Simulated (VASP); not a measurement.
Input:

```xyz
2
Lattice="2.8737 0.0000 0.0000 0.0000 2.8737 0.0000 0.0000 0.0000 2.8737" Properties=species:S:1:pos:R:3 pbc="T T T"
Ga     1.4369     1.4369     1.4369
Co     0.0000     0.0000     0.0000
```

All values below come from optB88-vdW, VASP's PBE PAW potentials (set 64) (plane waves; VASP). Settings: 520 eV cut-off, 14×14×14 Γ-centred mesh, tetrahedra with Blöchl corrections, potentials Ga_d Co.

**Question.** Tabulate the total density of states (states/eV per cell) against energy (eV; zero at the valence-band maximum or, without a gap, the Fermi level).

**Answer.** 
```
E (eV) | DOS (states/eV)
    -9.98 | ## 0.24
    -9.38 | ## 0.28
    -8.90 | ## 0.32
    -8.30 | ### 0.43
    -7.70 | ### 0.47
    -7.22 | ### 0.44
    -6.62 | ### 0.44
    -6.02 | ### 0.40
    -5.54 | ## 0.37
    -4.94 | ### 0.43
    -4.34 | #### 0.61
    -3.86 | ############ 1.78
    -3.26 | ######## 1.21
    -2.66 | ################ 2.45
    -2.18 | ### 0.43
    -1.58 | ######################### 3.85
    -0.98 | ############################## 4.58
    -0.50 | ##### 0.73
     0.10 | ################# 2.53
     0.70 | ###### 0.97
     1.18 | #### 0.56
     1.78 | ### 0.40
     2.38 | #### 0.66
     2.86 | ##### 0.75
     3.46 | ##### 0.73
```
Within 2 eV below the Fermi level the largest weight inside VASP's projection spheres is Co d.

The compound is CoGa in the CsCl type structure. It was relaxed first. The run is not spin-polarised, so no magnetic state was tried.
